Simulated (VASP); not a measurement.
Level of theory: PBEsol GGA, VASP's PBE PAW potentials (set 64) (plane waves; VASP 6.6.1).

VASP input:

KPOINTS:
```
Automatic mesh
0
Gamma
7 7 6
0 0 0
```

### INCAR
```
SYSTEM = CaGa2
PREC = Accurate; ENCUT = 300; LREAL = F
LASPH = T
EDIFF = 1E-6; NELM = 100; ALGO = Normal
LMAXMIX = 4
ISMEAR = -1; SIGMA = 0.1
GGA = PS
ISIF = 2
LWAVE = F; LCHARG = F
```

POSCAR:
```
CaGa2
1
    4.2388600000     0.0000000000     0.0000000000
   -2.1194300000     3.6709600000     0.0000000000
    0.0000000000     0.0000000000     4.4164100000
Ca Ga
1 2
Direct
  0.0000000000   0.0000000000   0.0000000000
  0.3333330000   0.6666670000   0.5000000000
  0.6666670000   0.3333330000   0.5000000000
```

POTCAR, in this order: Ca_sv Ga_d (PBE.64 set). Program: vasp_std.

The resulting files:

**OSZICAR**
```
       N       E                     dE             d eps       ncg     rms          rms(c)
DAV:   1     0.221786504885E+03    0.22179E+03   -0.13805E+04  1416   0.185E+03
DAV:   2     0.745323223035E+01   -0.21433E+03   -0.21148E+03  1540   0.409E+02
DAV:   3    -0.986174102072E+01   -0.17315E+02   -0.17146E+02  1684   0.113E+02
DAV:   4    -0.105343190531E+02   -0.67258E+00   -0.67125E+00  2484   0.198E+01
DAV:   5    -0.105454728155E+02   -0.11154E-01   -0.11151E-01  1736   0.212E+00    0.419E+00
DAV:   6    -0.104129100453E+02    0.13256E+00   -0.22650E-01  1768   0.679E+00    0.235E+00
DAV:   7    -0.103752580471E+02    0.37652E-01   -0.13117E-01  1888   0.363E+00    0.299E-01
DAV:   8    -0.103747519027E+02    0.50614E-03   -0.16131E-02  1804   0.133E+00    0.107E-01
DAV:   9    -0.103745720411E+02    0.17986E-03   -0.16976E-03  2162   0.283E-01    0.310E-02
DAV:  10    -0.103745845164E+02   -0.12475E-04   -0.99108E-05  2234   0.591E-02    0.187E-02
DAV:  11    -0.103745909592E+02   -0.64429E-05   -0.99475E-06  1974   0.178E-02    0.289E-03
DAV:  12    -0.103745909007E+02    0.58511E-07   -0.15852E-06  1380   0.104E-02
   1 F= -.10374591E+02 E0= -.10348641E+02  d E =-.519003E-01
```

**OUTCAR**
```
------------------------ aborting loop because EDIFF is reached ----------------------------------------
  FORCE on cell =-STRESS in cart. coord.  units (eV):
  Direction    XX          YY          ZZ          XY          YZ          ZX
  --------------------------------------------------------------------------------------
  Total       -0.4017277     -0.4017276     -0.6821095      0.0000000     -0.0000000      0.0000000
  in kB       -9.3657871     -9.3657848    -15.9025416      0.0000000     -0.0000000      0.0000000
  external PRESSURE =     -11.5447045 kB  Pullay stress =       0.0000000 kB
  volume of cell :       68.72
      direct lattice vectors                 reciprocal lattice vectors
     4.238860000  0.000000000  0.000000000     0.235912486  0.136204154  0.000000000
    -2.119430000  3.670960000  0.000000000     0.000000000  0.272408307  0.000000000
     0.000000000  0.000000000  4.416410000     0.000000000  0.000000000  0.226428253
 POSITION                                       TOTAL-FORCE (eV/Angst)
 -----------------------------------------------------------------------------------
      0.00000      0.00000      0.00000        -0.000000      0.000000      0.000000
     -0.00000      2.44731      2.20820         0.000000      0.000000      0.000000
      2.11943      1.22365      2.20820        -0.000000      0.000000      0.000000
 -----------------------------------------------------------------------------------
    total drift:                                0.000000      0.000000      0.000000
  FREE ENERGIE OF THE ION-ELECTRON SYSTEM (eV)
  ---------------------------------------------------
  free  energy   TOTEN  =       -10.3745909007 eV

  energy  without entropy=      -10.3226905671  energy(sigma->0) =      -10.34864073
```
(Selected blocks of OUTCAR.)

OUTCAR:
```
 val. band max:        3.9390633170   @ k =   0.4286  -0.0000   0.3333

 cond. band min:       3.9824131256   @ k =   0.1429   0.0000   0.3333


 Fermi energy:         3.9422601489

 k-point     1 :       0.0000    0.0000    0.0000
  band No.  band energies     occupation
      1     -36.9377      2.00000
      2     -18.0441      2.00000
      3     -18.0055      2.00000
      4     -18.0055      2.00000
      5     -10.7643      2.00000
      6     -10.6563      2.00000
      7     -10.6563      2.00000
      8     -10.6375      2.00000
      9     -10.6374      2.00000
     10     -10.4694      2.00000
     11     -10.4694      2.00000
     12     -10.3850      2.00000
     13     -10.3850      2.00000
     14     -10.3518      2.00000
     15      -5.3819      2.00000
     16       3.3613      1.99402
     17       4.0181      0.63818
     18       4.0181      0.63806
     19       4.6858      0.00118
     20       5.3223      0.00000
     21       7.7358      0.00000
     22       7.7358      0.00000

 k-point     2 :       0.1429    0.0000    0.0000
  band No.  band energies     occupation
      1     -36.9371      2.00000
      2     -18.0429      2.00000
      3     -18.0166      2.00000
      4     -18.0082      2.00000
      5     -10.7668      2.00000
      6     -10.7081      2.00000
      7     -10.6969      2.00000
      8     -10.6444      2.00000
      9     -10.6311      2.00000
     10     -10.4257      2.00000
     11     -10.4071      2.00000
     12     -10.3939      2.00000
     13     -10.3787      2.00000
     14     -10.3462      2.00000
     15      -5.1579      2.00000
     16       2.2953      2.00000
     17       3.4326      1.98784
     18       3.7564      1.73037
     19       4.8233      0.00030
     20       6.3388      0.00000
     21       7.3426      0.00000
     22       7.6614      0.00000

 k-point     3 :       0.2857   -0.0000    0.0000
  band No.  band energies     occupation
      1     -36.9357      2.00000
...
```

At this cut-off the stress carries a Pulay error, which pulls relaxed volumes low.

The structure comes from a computed database's CaGa2 entry; how it stands against other phases isn't given here. The cell was not relaxed at this level.
